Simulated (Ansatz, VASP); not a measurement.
**Zr (Zirconium) in two plane-wave programs**

One calculation is typed for both programs; each brings its own data sets. How far apart do they land? The cell is taken from a series of runs on this material, whose earlier steps may have relaxed, scaled, displaced or heated it; both programs get it as it stands.

Calculated with Ansatz 0.2.0; plane waves, with VASP 6.6.1 beside it; zone-centre phonons at LDA.

### 1. Starting point

The structure is hexagonal, space group P6_3/mmc (No. 194). The conventional cell has a = 3.215 Å, b = 3.215 Å, c = 5.159 Å, α = 90.00°, β = 90.00°, γ = 120.00°. Zr has 12 Zr at 3.18 to 3.21 Å nearest.

### 2. Ansatz: zone-centre phonons, LDA

Ansatz runs on its PAW soft_1 files.

Second derivatives magnify differences that forces hide, and they need a tight electronic threshold.

File input.yaml:

```yaml
crystal:
  lattice:
    - [3.2147785871, 0.0, 0.0]
    - [-1.6073892936, 2.784079924, 0.0]
    - [0.0, 0.0, 5.1592407474]
  atoms:
    - { symbol: Zr, position: [0.3333333333, 0.6666666667, 0.25] }
    - { symbol: Zr, position: [0.6666666667, 0.3333333333, 0.75] }
kpoints:
  mp_grid: { grid: [15, 15, 8] }
hamiltonian:
  xc: lda
  pseudopotentials: { kind: paw, azcp: { folder: soft_1 }, xc_functional: pbe }
scf:
  occupations: { method: methfessel_paxton, width: 0.2 }
output:
  eigenvalues: true
phonons:
  method: dfpt
```

Command:

```sh
$ ansatz run input.yaml --threads 4 --pin off --max-ram 10240MiB --backend cpu --events-out ev --progress --plain --runs-dir out
```

Numbers of over 12 decimals in the logs are rounded to 6 here.

Output:

```text
zone centre: on kpoints.mp_grid the ground state, and the responses unless they are solved on pairs of k-points, stand on 320 of the mesh's 1800 k-points, reduced under 4 symmetry operations, with k and −k counted as one. Each operation leaves every solved displacement unchanged or reverses it
Engine: ansatz 0.2.0, x86_64-unknown-linux-gnu
Pseudopotentials: kind: paw
Pseudopotential: Zr, paw, valence charge 12, recommended cutoff 420 eV (normal), soft_1/Zr.paw.azcp
Functional definition: SPW92
  exchange = slater_x
  correlation = pw_c
Crystal: 2 atoms, lattice volume = 46.176 Å³
Basis set: ecut = 420 eV, 941 PW (Γ), exchange–correlation on 48×48×72 points (8 copies of the dense FFT grid, shifted against one another)
Bands: 16, of which v1, the nominal top of the filled ones, is band 12 counted from 1 (11 counted from 0)
Symmetry: 24 space group operations
k-points: 320 of 1800 (irreducible under 4 space group operations, time reversal used)
Non-local potential: Zr, projectors of the file, l = 0: 3, l = 1: 2, l = 2: 2, l = 3: 1
PAW form: soft (Blöchl's): semilocal exchange-correlation on the pseudo side does not see the compensation charge
PAW frozen core: Zr, regenerated for the run's functional, and the local potential with it (the file was generated under x = pbe(κ = 0.804, μ = 0.219515), c = pbe(β = 0.066725))
PAW one-centre angular grid: Zr, 590 points (default); XC on 64 Gauss nodes
Initial density: superposition of atomic densities (chi_scale 0.1, normalization cell)
Initial wavefunctions: pseudopotential atomic-orbital guess
Functional: x = slater, c = lda
SCF iter   1: F=—  HF=-8155.105950 eV  |F-HF|=—  |Δ(HF+E_count)|=         —  Δρ=2.84e-2  dr2=4.71e-1  ethr=3.10e-3  ⟨swp⟩=5.1  Hψ=47127  notcnv=0
automatic band count: the SCF goes on with 20 bands, as 16 were too few: they end inside the smearing window of the response
preconditioner: auto → Kerker (q_TF=auto, 2.446 Å⁻¹)  [metal: Δε(μ)=0.004 eV  Ē_g=5.138 eV  σ=0.200 eV  W_gap=0.02  n_scr=10 (ndim 8)  ℏωp=15.5 eV  f_vac=0.000  D(μ)=1.94/eV (n_scr^D=22)]
SCF iter   2: F=—  HF=-8154.987185 eV  |F-HF|=—  |Δ(HF+E_count)|=   1.19e-1  S|Δr|=    0.00e0  Δρ=1.77e-2  dr2=1.77e-1  ethr=1.96e-3  ⟨swp⟩=1.0  Hψ=8977  notcnv=0  defer=3
SCF iter   3: F=—  HF=-8154.922624 eV  |F-HF|=—  |Δ(HF+E_count)|=   6.46e-2  S|Δr|=    0.00e0  Δρ=1.67e-3  dr2=7.75e-4  ethr=7.39e-4  ⟨swp⟩=3.0  Hψ=11525  notcnv=0  defer=3
SCF iter   4: F=—  HF=-8154.922616 eV  |F-HF|=—  |Δ(HF+E_count)|=   7.56e-6  S|Δr|=    0.00e0  Δρ=2.84e-4  dr2=2.16e-5  ethr=3.23e-6  ⟨swp⟩=2.1  Hψ=9662  notcnv=0  defer=3
SCF iter   5: F=—  HF=-8154.922618 eV  |F-HF|=—  |Δ(HF+E_count)|=   1.68e-6  S|Δr|=    0.00e0  Δρ=3.37e-5  dr2=3.08e-7  ethr=9.02e-8  ⟨swp⟩=1.0  Hψ=5931  notcnv=0  defer=3
SCF iter   6: F=—  HF=-8154.922618 eV  |F-HF|=—  |Δ(HF+E_count)|=   4.45e-8  S|Δr|=    0.00e0  Δρ=6.21e-6  dr2=1.30e-8  ethr=1.28e-9  ⟨swp⟩=1.9  Hψ=9004  notcnv=0  defer=175
SCF iter   7: F=—  HF=-8154.922618 eV  |F-HF|=—  |Δ(HF+E_count)|=  9.30e-10  S|Δr|=    0.00e0  Δρ=1.04e-6  dr2=4.64e-10  ethr=5.42e-11  ⟨swp⟩=1.2  Hψ=6310  notcnv=0  defer=175
SCF iter   8: F=—  HF=-8154.922618 eV  |F-HF|=—  |Δ(HF+E_count)|=  5.55e-11  S|Δr|=    0.00e0  Δρ=2.06e-7  dr2=1.44e-11  ethr=1.93e-12  ⟨swp⟩=1.7  Hψ=7151  notcnv=0  defer=175
SCF iter   9: F=-8154.922618 eV  HF=-8154.922618 eV  |F-HF|=1.82e-12  |Δ(HF+E_count)|=  1.82e-12  S|Δr|=    0.00e0  Δρ=2.70e-8  dr2=2.03e-13  ethr=1.00e-12  ⟨swp⟩=9.7  Hψ=26364  notcnv=0
SCF 1 converged in 9 iterations: F = -8154.922618 eV  dr2 = 2.03e-13
  greatest PAW one-centre occupation: 0.994 electrons in one spin orbital (limit 2), on the Zr atom at site 1 (counted from 0), in its partial waves of l = 0
DFPT response loops at Γ: preconditioner auto → Kerker (q_TF=auto, 2.446 Å⁻¹) (partly filled bands, converged f_vac=0.000); β = 1.00, the filter's whole step (`scf.mixing.beta` (0.50) is not read by the response loops under this deck's `scf.mixing.preconditioner`; to damp them name `kerker` or `kerker_dos`, under which they read `scf.mixing.beta`, and type it under 1.00, their step now; both keys bind the ground state too); Broyden in place of MSR1
SCF converged after 9 iterations
Stability not checked: this state was not tested for a lower state beside it, because cold or Methfessel-Paxton smearing, or corrected tetrahedra, fill the levels in a way that the test cannot read (fill_not_monotonic; see scf.lower_state_search)
Free energy (F): -8154.922618 eV
Harris-Foulkes:  -8154.922618 eV  (|F-HF|=1.82e-12)
Internal energy: -8154.924630 eV  (E = F + TS)
E sigma→0 (E₀):  -8154.923121 eV
Entropy (-TS):   0.002012 eV (1.006 meV/atom)
Fermi energy:    13.858457 eV
--- Per-component energies (eV) ---
  E_band       = -195.806680
  E_kinetic    = 631.696726
  E_local      = -1209.748139  (includes V_loc(G=0)·N_el)
  E_nonlocal   = 158.454923
  E_hartree    = 391.140818
  E_xc         = -306.475767
  E_vxc        = -364.111417  (∫ρ·V_xc dr)
  E_paw        = -5717.670516  (= ΣΔE_a)
  E_vpaw       = -194.380371  (= ΣTr[D̂ρ^β])
  E_aug_tail   = -0.000049  (compensation charges beyond the density's cutoff)
  E_ewald      = -2103.063427
  E_core_change = 0.740800  (= ΣΔE_core)
  E_smearing   = 0.002012  (= −TS)
  E_closure    = -0.000000  (closes the sum)
  Σ components = -8154.922618   (vs F -8154.922618, Δ=0.00e0)
--- Band table (eV; the first three rows and the last of 320) ---
  k-point 0: bands = [... 8 lower, 8.1779, 10.7759, 14.6877, 14.6877, 14.7658, 15.0575, 15.3687, 15.3687, ... 4 higher]
  k-point 1: bands = [... 8 lower, 8.3093, 10.7673, 14.6216, 14.6216, 14.6670, 14.8078, 15.2729, 15.2729, ... 4 higher]
  k-point 2: bands = [... 8 lower, 8.6852, 10.6896, 14.2826, 14.4066, 14.5253, 14.5253, 15.0454, 15.0454, ... 4 higher]
  k-point 319: bands = [... 8 lower, 11.5549, 11.5549, 13.1901, 13.1901, 13.8773, 13.8773, 15.6575, 15.6575, ... 4 higher]
--- Phonons (Γ-DFPT): 2 representative perturbations + reference, on 320 of 1800 k-points (Σ response iterations 6) ---
  k mesh reduced under 4 symmetry operations, with k and −k counted as one. Each operation leaves every solved displacement unchanged or reverses it
  ASR residual: 2.151e-6 → 0.000e0 eV/Å²; symmetrization residual: 2.453e-10 eV/Å²
  ASR residual per site (eV/Å²): 2.15e-6 2.15e-6
  Γ frequencies (cm⁻¹): 0.00 0.00 0.00 61.61 61.61 143.50
  non-analytic LO–TO correction: not included (Born effective charges unavailable; polar crystals: no LO–TO splitting at Γ)
```

The column dr2 measures how far the density is from self-consistency, as an energy; F and HF (Harris–Foulkes) agree once it is small.

### 3. VASP: zone-centre phonons, LDA

The same cell, functional (in two slightly different forms), mesh and smearing now go to VASP, with its own data sets.

Lines of VASP's logs that name or quote its potential files are left out, and so is its time.

File INCAR:

```
SYSTEM = Zr
PREC = Accurate
ENCUT = 500
EDIFF = 1E-08
NELM = 120
ISMEAR = 1
SIGMA = 0.2
LREAL = .FALSE.
ALGO = Normal
GGA = CA
NBANDS = 18
LASPH = .TRUE.
LORBIT = 11
LWAVE = .FALSE.
LCHARG = .FALSE.
ISIF = 2
IBRION = 8
GGA_COMPAT = .FALSE.
KPAR = 2
```

File POSCAR:

```
Zr
1.0
    3.2147785871      0.0000000000      0.0000000000
   -1.6073892936      2.7840799240      0.0000000000
    0.0000000000      0.0000000000      5.1592407474
Zr
2
Direct
    0.3333333333      0.6666666667      0.2500000000
    0.6666666667      0.3333333333      0.7500000000
```

File KPOINTS:

```
Automatic mesh
0
Gamma
15 15 8
0 0 0
```

Potentials, in the order of the species: Zr_sv (LDA family, release 64).

Command:

```sh
$ mpirun -np 2 vasp_std
```

Output:

```text
[banner, memory and clock lines left out]
running    2 mpi-ranks, on    1 nodes
 distrk:  each k-point on    1 cores,    2 groups
 distr:  one band on    1 cores,    1 groups

 POSCAR found type information on POSCAR Zr
 POSCAR found :  1 types and       2 ions
 LDA part: xc-table for (Slater(with rela. corr.)+CA(PZ))
 , standard interpolation
 POSCAR, INCAR and KPOINTS ok, starting setup
 FFT: planning ... GRIDC
 FFT: planning ... GRID_SOFT
 FFT: planning ... GRID
 WAVECAR not read
 entering main loop
       N       E                     dE             d eps       ncg     rms          rms(c)
DAV:   1     0.209823802178E+03    0.20982E+03   -0.13182E+04  4860   0.129E+03
DAV:   2    -0.355318439550E+01   -0.21338E+03   -0.21004E+03  5680   0.377E+02
DAV:   3    -0.189051677337E+02   -0.15352E+02   -0.15208E+02  8790   0.736E+01
DAV:   4    -0.193077842604E+02   -0.40262E+00   -0.40173E+00  5656   0.121E+01
DAV:   5    -0.193201887601E+02   -0.12404E-01   -0.12395E-01  7286   0.151E+00    0.147E+01
DAV:   6    -0.186684891317E+02    0.65170E+00   -0.98273E-01  5278   0.751E+00    0.576E+00
DAV:   7    -0.185372209900E+02    0.13127E+00   -0.60941E-01  7092   0.500E+00    0.108E+00
DAV:   8    -0.185387674996E+02   -0.15465E-02   -0.30037E-02  6520   0.141E+00    0.281E-01
DAV:   9    -0.185390462337E+02   -0.27873E-03   -0.16111E-03  6302   0.364E-01    0.262E-02
DAV:  10    -0.185390344887E+02    0.11745E-04   -0.52398E-05  7110   0.402E-02    0.230E-02
DAV:  11    -0.185390361160E+02   -0.16273E-05   -0.78796E-06  5378   0.326E-02    0.164E-03
DAV:  12    -0.185390360458E+02    0.70236E-07   -0.42509E-07  6582   0.469E-03    0.147E-03
DAV:  13    -0.185390360458E+02   -0.28649E-10   -0.22832E-08  4618   0.838E-04
   1 F= -.18539036E+02 E0= -.18539700E+02  d E =0.199126E-02
 Linear response reoptimize wavefunctions to high precision
DAV:   1    -0.185390360482E+02   -0.23651E-08   -0.31191E-09  4284   0.448E-04
DAV:   2    -0.185390360482E+02   -0.45475E-10   -0.29866E-10  2972   0.134E-04
 Linear response DOF=           2
 Linear response progress:
  Degree of freedom:   1/  2
       N       E                     dE             d eps       ncg     rms          rms(c)
RMM:   1    -0.659683545229E+00   -0.65968E+00    0.27704E+00 21807   0.134E+01
RMM:   2    -0.612158119293E+00    0.47525E-01   -0.24216E-01 33047   0.271E+00    0.226E-01
RMM:   3    -0.613593396278E+00   -0.14353E-02   -0.38415E-02 40374   0.958E-01    0.697E-02
RMM:   4    -0.615766226016E+00   -0.21728E-02   -0.48911E-03 49131   0.343E-01    0.257E-02
RMM:   5    -0.616365593071E+00   -0.59937E-03   -0.87820E-04 47966   0.144E-01    0.170E-02
RMM:   6    -0.616412877634E+00   -0.47285E-04   -0.20532E-04 52021   0.622E-02    0.184E-02
RMM:   7    -0.616383153128E+00    0.29725E-04   -0.62077E-05 49487   0.349E-02    0.666E-03
RMM:   8    -0.616320613324E+00    0.62540E-04   -0.24930E-05 49372   0.202E-02    0.103E-02
RMM:   9    -0.616284307986E+00    0.36305E-04   -0.87818E-06 50071   0.109E-02    0.820E-03
RMM:  10    -0.616268500245E+00    0.15808E-04   -0.36311E-06 49422   0.902E-03    0.281E-03
RMM:  11    -0.616266136060E+00    0.23642E-05   -0.41033E-06 52938   0.525E-03    0.114E-03
RMM:  12    -0.616267412638E+00   -0.12766E-05   -0.28877E-06 52912   0.332E-03    0.193E-04
RMM:  13    -0.616268292187E+00   -0.87955E-06   -0.16522E-06 53792   0.221E-03    0.101E-04
RMM:  14    -0.616268316115E+00   -0.23928E-07   -0.12245E-06 53277   0.158E-03    0.793E-05
RMM:  15    -0.616268375050E+00   -0.58935E-07   -0.66160E-07 53429   0.124E-03    0.102E-04
RMM:  16    -0.616268124959E+00    0.25009E-06   -0.35478E-07 50672   0.103E-03    0.903E-05
 first order change of Fermi-energy   0.17151E-04
 force on displaced ion       1 direction 1 :  -0.650   0.000   0.000
 Linear response progress:
  Degree of freedom:   2/  2
       N       E                     dE             d eps       ncg     rms          rms(c)
RMM:   1    -0.774878334216E+00   -0.77488E+00    0.29753E+00  7515   0.135E+01
RMM:   2    -0.726551743564E+00    0.48327E-01   -0.26254E-01 11166   0.275E+00    0.242E-01
RMM:   3    -0.729904463680E+00   -0.33527E-02   -0.45649E-02 13624   0.978E-01    0.798E-02
RMM:   4    -0.732587246256E+00   -0.26828E-02   -0.57627E-03 15419   0.350E-01    0.323E-02
RMM:   5    -0.732938331799E+00   -0.35109E-03   -0.10419E-03 16170   0.148E-01    0.201E-02
RMM:   6    -0.732776302336E+00    0.16203E-03    0.31969E-04 16720   0.663E-02    0.106E-02
RMM:   7    -0.732766927681E+00    0.93747E-05    0.63383E-05 17029   0.344E-02    0.571E-03
RMM:   8    -0.732768110313E+00   -0.11826E-05   -0.19039E-05 16912   0.180E-02    0.165E-03
RMM:   9    -0.732748717790E+00    0.19393E-04    0.15619E-05 17564   0.103E-02    0.520E-04
RMM:  10    -0.732752634036E+00   -0.39162E-05    0.47180E-06 17556   0.588E-03    0.218E-04
RMM:  11    -0.732753561324E+00   -0.92729E-06   -0.81644E-07 17616   0.358E-03    0.134E-04
RMM:  12    -0.732755928400E+00   -0.23671E-05   -0.84796E-06 17285   0.261E-03    0.656E-05
RMM:  13    -0.732756158490E+00   -0.23009E-06   -0.42985E-06 17524   0.193E-03    0.703E-05
RMM:  14    -0.732756822622E+00   -0.66413E-06   -0.83739E-06 16895   0.152E-03    0.226E-05
RMM:  15    -0.732756820266E+00    0.23561E-08   -0.77111E-06 17745   0.122E-03    0.245E-05
RMM:  16    -0.732757125238E+00   -0.30497E-06   -0.73375E-06 16284   0.102E-03    0.768E-06
RMM:  17    -0.732757135867E+00   -0.10629E-07   -0.62775E-06 17300   0.855E-04    0.109E-05
RMM:  18    -0.732757196600E+00   -0.60734E-07   -0.55972E-06 16772   0.738E-04    0.759E-06
RMM:  19    -0.732757262563E+00   -0.65962E-07   -0.55424E-06 17339   0.643E-04    0.111E-05
RMM:  20    -0.732757198057E+00    0.64506E-07   -0.46959E-06 16960   0.568E-04    0.185E-05
RMM:  21    -0.732757060255E+00    0.13780E-06   -0.32174E-06 16544   0.512E-04    0.276E-05
RMM:  22    -0.732757055401E+00    0.48534E-08   -0.21890E-06 15344   0.473E-04    0.207E-05
RMM:  23    -0.732757081291E+00   -0.25890E-07   -0.20421E-06 16696   0.431E-04    0.218E-05
RMM:  24    -0.732757036014E+00    0.45277E-07   -0.14902E-06 16227   0.401E-04    0.244E-05
 first order change of Fermi-energy  -0.14194E-03
 force on displaced ion       1 direction 3 :  -0.000   0.000  -3.553
 Linear response finished
```

Parts of OUTCAR (step 3):

```text
ion  position               nearest neighbor table
   1  0.333  0.667  0.250-   2 3.18   2 3.18   2 3.18   2 3.18   2 3.18   2 3.18
   2  0.667  0.333  0.750-   1 3.18   1 3.18   1 3.18   1 3.18   1 3.18   1 3.18

  LATTYP: Found a hexagonal cell.
 ALAT       =     3.2147785871
 C/A-ratio  =     1.6048510364

 Subroutine GETGRP returns: Found 24 space group operations
 (whereof 12 operations were pure point group operations)

The static configuration has the point symmetry D_3d.
 The point group associated with its full space group is D_6h.

 Found    135 irreducible k-points:

   k-points           NKPTS =    135   k-points in BZ     NKDIM =    135   number of bands    NBANDS=     18

   dimension x,y,z NGX =    24 NGY =   24 NGZ =   40
   dimension x,y,z NGXF=    48 NGYF=   48 NGZF=   80

   ENCUT  =  500.0 eV  36.75 Ry    6.06 a.u.   5.86  5.86  9.41*2*pi/ulx,y,z

   NELECT =      24.0000    total number of electrons

 k-points in reciprocal lattice and weights: Automatic mesh
   0.00000000  0.00000000  0.00000000       0.001
   0.06666667 -0.00000000  0.00000000       0.003
   0.13333333 -0.00000000  0.00000000       0.003
   0.20000000 -0.00000000  0.00000000       0.003
   0.26666667 -0.00000000  0.00000000       0.003
   0.33333333  0.00000000  0.00000000       0.003
   0.40000000 -0.00000000  0.00000000       0.003
   0.46666667  0.00000000  0.00000000       0.003
   0.06666667  0.06666667  0.00000000       0.003
[...]
0.33333333  0.26666667  0.50000000       0.007
   0.33333333  0.33333333  0.50000000       0.001

 average (electrostatic) potential at core
       1 -74.3691       2 -74.3691

  Total       -1.5529792     -1.5529792     -1.5400796      0.0000000     -0.0000000     -0.0000000
  in kB      -53.8837324    -53.8837324    -53.4361540      0.0000000     -0.0000000     -0.0000000
  external PRESSURE =     -53.7345396 kB  Pullay stress =       0.0000000 kB

  energy-cutoff  :      500.00
  volume of cell :       46.18
      direct lattice vectors                 reciprocal lattice vectors
     3.214778587  0.000000000  0.000000000     0.311063413  0.179592545  0.000000000
    -1.607389294  2.784079924  0.000000000     0.000000000  0.359185091  0.000000000
     0.000000000  0.000000000  5.159240747     0.000000000  0.000000000  0.193826970

 POSITION                                       TOTAL-FORCE (eV/Angst)
 -----------------------------------------------------------------------------------
     -0.00000      1.85605      1.28981         0.000000     -0.000000      0.000000
      1.60739      0.92803      3.86943        -0.000000      0.000000      0.000000
 -----------------------------------------------------------------------------------
    total drift:                               -0.000000      0.000000     -0.000000

 Eigenvectors and eigenvalues of the dynamical matrix
 ----------------------------------------------------

   1 f  =    4.363389 THz    27.415979 2PiTHz  145.546977 cm-1    18.045517 meV
             X         Y         Z           dx          dy          dz
     -0.000000  1.856053  1.289810     0.000000    0.000000   -0.707107
      1.607389  0.928027  3.869431    -0.000000    0.000000    0.707107

   2 f  =    1.866573 THz    11.728023 2PiTHz   62.262167 cm-1     7.719521 meV
             X         Y         Z           dx          dy          dz
     -0.000000  1.856053  1.289810     0.352232   -0.613134    0.000000
      1.607389  0.928027  3.869431    -0.352232    0.613134    0.000000

   3 f  =    1.866573 THz    11.728023 2PiTHz   62.262167 cm-1     7.719521 meV
             X         Y         Z           dx          dy          dz
     -0.000000  1.856053  1.289810    -0.613134   -0.352232   -0.000000
      1.607389  0.928027  3.869431     0.613134    0.352232    0.000000

   4 f  =    0.000000 THz     0.000000 2PiTHz    0.000001 cm-1     0.000000 meV
             X         Y         Z           dx          dy          dz
     -0.000000  1.856053  1.289810     0.688671    0.160414   -0.000000
      1.607389  0.928027  3.869431     0.688671    0.160414    0.000000

   5 f  =    0.000000 THz     0.000000 2PiTHz    0.000000 cm-1     0.000000 meV
             X         Y         Z           dx          dy          dz
     -0.000000  1.856053  1.289810    -0.000000    0.000000    0.707107
      1.607389  0.928027  3.869431     0.000000    0.000000    0.707107

   6 f/i=    0.000000 THz     0.000000 2PiTHz    0.000000 cm-1     0.000000 meV
             X         Y         Z           dx          dy          dz
     -0.000000  1.856053  1.289810     0.160414   -0.688671   -0.000000
      1.607389  0.928027  3.869431     0.160414   -0.688671    0.000000

 ELASTIC MODULI CONTR FROM IONIC RELAXATION (kBar)
 Direction    XX          YY          ZZ          XY          YZ          ZX
 --------------------------------------------------------------------------------
 XX         -47.7649     47.7649     -0.0000      0.0000      0.0000      0.0000
 YY          47.7649    -47.7649     -0.0000      0.0000      0.0000      0.0000
 ZZ          -0.0000     -0.0000     -0.0000      0.0000      0.0000      0.0000
 XY           0.0000      0.0000      0.0000    -47.7649      0.0000     -0.0000
 YZ           0.0000      0.0000      0.0000      0.0000      0.0000      0.0000
 ZX           0.0000      0.0000      0.0000     -0.0000      0.0000     -0.0000
 --------------------------------------------------------------------------------
```

### 4. Differences

Known differences besides the potentials themselves: the two LDA forms differ slightly; the cutoff is 420 eV in Ansatz and 500 eV in VASP; VASP's log shows a relativistic correction to its local exchange, Ansatz's none. Total energies have different zeros and are not compared.

The two programs side by side:

| quantity | Ansatz | VASP | difference |
| --- | --- | --- | --- |
| optical mode 1 to 2 (cm⁻¹) | 61.6 | 62.3 | -1.05 % |
| optical mode 3 (cm⁻¹) | 143.5 | 145.5 | -1.41 % |

Modes are paired by rising frequency, not by their patterns, so a pair may set unlike modes beside each other; they are those without the splitting of longitudinal modes.

### 5. Outcome

| Item | Value |
| --- | --- |
| r.m.s. difference of the optical zone-centre modes, each program's sorted by frequency (zone-centre phonons, LDA) | 1.3 cm⁻¹ |
| difference in optical mode 3 (zone-centre phonons, LDA) | -1.4 % |

The r.m.s. difference of the optical zone-centre modes, each program's sorted by frequency is 1.3 cm⁻¹ (zone-centre phonons, LDA). Among the rows given in per cent, the largest difference of the zone-centre phonons, LDA pair is in optical mode 3, -1.4 %. Such differences can come from data sets, numerical settings and the points named under the comparisons, not from the functional's error against experiment.

[Lines on the potential files, build, host, timing and source positions are cut from VASP's logs without a mark.]

[Logs are printed without paths, hosts, clocks, repeated set-up lines and the standing remarks that a program may print on its own settings, such as how far it seeks lower states.]

[Hosts, paths, dates, database ids (printed as entryN), source tags and the programs' standing remarks are cut or masked in the printed files.]
